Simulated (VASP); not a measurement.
Set up this calculation in VASP 6.6.1, as the native input.

```yaml
Task: relaxation of cell and atoms
Functional: r2SCAN
Potentials_or_basis: VASP PAW PBE potentials, release 64 (Lu, In_d, Mn_pv)
Cutoff: 600 eV
k_mesh: 7 × 7 × 8
Occupations: methfessel-paxton, width 0.1 eV
Spin: collinear spin, ferromagnetic start
Starting_moments: "[0.0, 0.0, 4.0] μB"
Further_INCAR_settings: ALGO = Normal; EDIFF = 1e-07; IBRION = 2; EDIFFG = -0.01; NSW = 40; ISIF = 3
```

The structure of LuMnIn lies in POSCAR:

```
LuMnIn
1.0
    4.7365597518      0.0000000000      0.0000000000
   -2.3682798759      4.1019810716      0.0000000000
    0.0000000000      0.0000000000      3.4007410000
Lu In Mn
1 1 1
Direct
    0.0000000000      0.0000000000      0.0000000000
    0.6666666667      0.3333333333      0.5000000000
    0.3333333333      0.6666666667      0.5000000000
```

The cell comes from a database or a generator and needn't be the stable form of this composition.

The input as run:

INCAR

```
SYSTEM = LuMnIn
PREC = Accurate
ENCUT = 600
EDIFF = 1E-7
ISMEAR = 1
SIGMA = 0.1
LREAL = .False.
LASPH = .True.
NELM = 120
ALGO = Normal
ISIF = 3
LWAVE = .False.
LCHARG = .False.
ISPIN = 2
MAGMOM = 0 0 4
LORBIT = 11
LMAXMIX = 4
METAGGA = R2SCAN
LMIXTAU = .True.
IBRION = 2
NSW = 40
EDIFFG = -0.01
```

KPOINTS

```
Automatic mesh
0
Gamma
  7 7 8
  0 0 0
```

Potentials or basis: VASP PAW PBE potentials, release 64 (Lu, In_d, Mn_pv).

Run with:

```sh
$ cat potpaw_PBE.64/Lu/POTCAR potpaw_PBE.64/In_d/POTCAR potpaw_PBE.64/Mn_pv/POTCAR > POTCAR
$ mpirun -np 1 vasp_std > vasp.out
```

Results of the run:

```
Relaxed volume                                        : 22.22 Å³/atom
Relaxed cell                                          : a = 4.743 Å, b = 4.743 Å, c = 3.422 Å, α = 90.00°, β = 90.00°, γ = 120.00°
Space group after relaxing (to 0.05 Å)                : P-6m2 (No. 187)
Energy gained by relaxing                             : 0.4 meV/atom
Ionic steps                                           : 6
Pressure after relaxing                               : 0.0 GPa
Band gap on the k mesh                                : none (metal or under the smearing width)
Net moment                                            : 3.73 μB per cell
Site moments                                          : Lu -0.20; In -0.05; Mn +4.02 μB
Valence electrons inside the program's atomic spheres : Lu 23.03; In 11.65; Mn 11.43
```

Caveat: the PAW data sets were made with another functional, which shifts forces and pressure a little; spin-orbit coupling is left out, which moves the levels of the heavy elements.

Run time: 54 min on 1 thread of Intel(R) Xeon(R) Platinum 8488C (Sapphire Rapids) (shared host), peak memory 0.41 GiB.
